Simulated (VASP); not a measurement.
Here is the system:

```
CsPbCl3
1.0
    5.74703     0.00000     0.00000
    0.00000     5.74703     0.00000
    0.00000     0.00000     5.74703
Cs Pb Cl
1 1 3
Direct
  0.00000   0.00000   0.00000
  0.50000   0.50000   0.50000
  0.50000   0.00000   0.50000
  0.00000   0.50000   0.50000
  0.50000   0.50000   0.00000
```

Method: vdW-DF-cx, VASP's PBE PAW potentials (set 64) (plane waves; VASP). Numerical set-up: 520 eV cut-off, 4×4×4 Γ-centred mesh, Gaussian smearing of 0.050 eV, potentials Cs_sv Pb_d Cl.

Unless said otherwise, spin-orbit coupling is left out, though it shifts the bands of the heavy elements here.

Problem. Predict the energy per atom (σ→0), pressure, band gap (on the k-mesh) with the smallest direct gap where there is one.

Solution. 
```yaml
band gap (on the k-mesh): 2.22 eV
smallest direct gap (on the k-mesh): 2.22 eV
energy per atom (σ→0): -1.302 eV/atom
pressure: -1.19 GPa
```

The compound is CsPbCl3 in the cubic perovskite structure, the ideal cubic form; the compound distorts at low or room temperature. This cell is one point of a volume scan, at 1.06 of the reference volume.
